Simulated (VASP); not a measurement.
Calculation: revPBE GGA, VASP's PBE PAW potentials (set 64) (plane waves; VASP).

The input files of a VASP run:

**KPOINTS**
```
Automatic mesh
0
Gamma
10 10 10
0 0 0
```

File POSCAR:
```
NiSi2
1
    0.0000000000     2.7911027678     2.7911027678
    2.7911027678     0.0000000000     2.7911027678
    2.7911027678     2.7911027678     0.0000000000
Si Ni
2 1
Direct
  0.2500000000   0.2500000000   0.2500000000
  0.7500000000   0.7500000000   0.7500000000
  0.0000000000   0.0000000000   0.0000000000
```

**INCAR**
```
ALGO  =  Normal
EDIFF  =  1E-7
ENCUT  =  520
GGA  =  RE
ISIF  =  2
ISMEAR  =  1
LASPH  =  .True.
LCHARG  =  .False.
LMAXMIX  =  4
LREAL  =  .False.
LWAVE  =  .False.
NELM  =  100
PREC  =  Accurate
SIGMA  =  0.1
SYSTEM  =  NiSi2
```

POTCAR, in this order: Si Ni (PBE.64 set). Program: vasp_std.

Output

### OSZICAR
```
       N       E                     dE             d eps       ncg     rms          rms(c)
DAV:   1     0.692441187342E+02    0.69244E+02   -0.78875E+03  1230   0.138E+03
DAV:   2    -0.141099200020E+02   -0.83354E+02   -0.78804E+02  1262   0.245E+02
DAV:   3    -0.181442044881E+02   -0.40343E+01   -0.38902E+01  1575   0.593E+01
DAV:   4    -0.182292292853E+02   -0.85025E-01   -0.84724E-01  1440   0.827E+00
DAV:   5    -0.182318713767E+02   -0.26421E-02   -0.26405E-02  1613   0.148E+00    0.157E+01
DAV:   6    -0.237481618926E+02   -0.55163E+01   -0.54663E+01  1311   0.181E+02    0.266E+01
DAV:   7    -0.165778547275E+02    0.71703E+01   -0.15880E+01  1457   0.112E+02    0.467E+00
DAV:   8    -0.164305866415E+02    0.14727E+00   -0.24848E+00  1758   0.280E+01    0.260E+00
DAV:   9    -0.164004206217E+02    0.30166E-01   -0.32391E-01  1503   0.109E+01    0.761E-01
DAV:  10    -0.163968466136E+02    0.35740E-02   -0.16081E-02  1581   0.292E+00    0.294E-01
DAV:  11    -0.163973493543E+02   -0.50274E-03   -0.20804E-03  1367   0.349E-01    0.417E-02
DAV:  12    -0.163974126230E+02   -0.63269E-04   -0.64922E-05  1545   0.868E-02    0.257E-02
DAV:  13    -0.163974307863E+02   -0.18163E-04   -0.64676E-05  1352   0.119E-01    0.108E-02
DAV:  14    -0.163974313729E+02   -0.58658E-06   -0.31251E-06  1595   0.144E-02    0.611E-03
DAV:  15    -0.163974315058E+02   -0.13286E-06   -0.11498E-06  1761   0.255E-02    0.362E-04
DAV:  16    -0.163974316465E+02   -0.14072E-06   -0.10103E-07   876   0.259E-03    0.278E-04
DAV:  17    -0.163974316312E+02    0.15280E-07   -0.50796E-09   811   0.114E-03
   1 F= -.16397432E+02 E0= -.16397296E+02  d E =-.405977E-03
```

**OUTCAR**
```
------------------------ aborting loop because EDIFF is reached ----------------------------------------
  FORCE on cell =-STRESS in cart. coord.  units (eV):
  Direction    XX          YY          ZZ          XY          YZ          ZX
  --------------------------------------------------------------------------------------
  Total       -2.0418722     -2.0418722     -2.0418722     -0.0000000     -0.0000000     -0.0000000
  in kB      -75.2283725    -75.2283725    -75.2283725     -0.0000000     -0.0000000     -0.0000000
  external PRESSURE =     -75.2283725 kB  Pullay stress =       0.0000000 kB
  volume of cell :       43.49
      direct lattice vectors                 reciprocal lattice vectors
     0.000000000  2.791102768  2.791102768    -0.179140663  0.179140663  0.179140663
     2.791102768  0.000000000  2.791102768     0.179140663 -0.179140663  0.179140663
     2.791102768  2.791102768  0.000000000     0.179140663  0.179140663 -0.179140663
 POSITION                                       TOTAL-FORCE (eV/Angst)
 -----------------------------------------------------------------------------------
      1.39555      1.39555      1.39555        -0.000000      0.000000      0.000000
      4.18665      4.18665      4.18665         0.000000     -0.000000     -0.000000
      0.00000      0.00000      0.00000         0.000000     -0.000000     -0.000000
 -----------------------------------------------------------------------------------
    total drift:                                0.000000     -0.000000     -0.000000
  FREE ENERGIE OF THE ION-ELECTRON SYSTEM (eV)
  ---------------------------------------------------
  free  energy   TOTEN  =       -16.3974316312 eV

  energy  without entropy=      -16.3970256546  energy(sigma->0) =      -16.39729631
```
(Selected blocks of OUTCAR.)

The compound is NiSi2 in the fluorite structure. This cell is one point of a volume scan, at 1.06 of the reference volume. The run is not spin-polarised, so no magnetic state was tried.
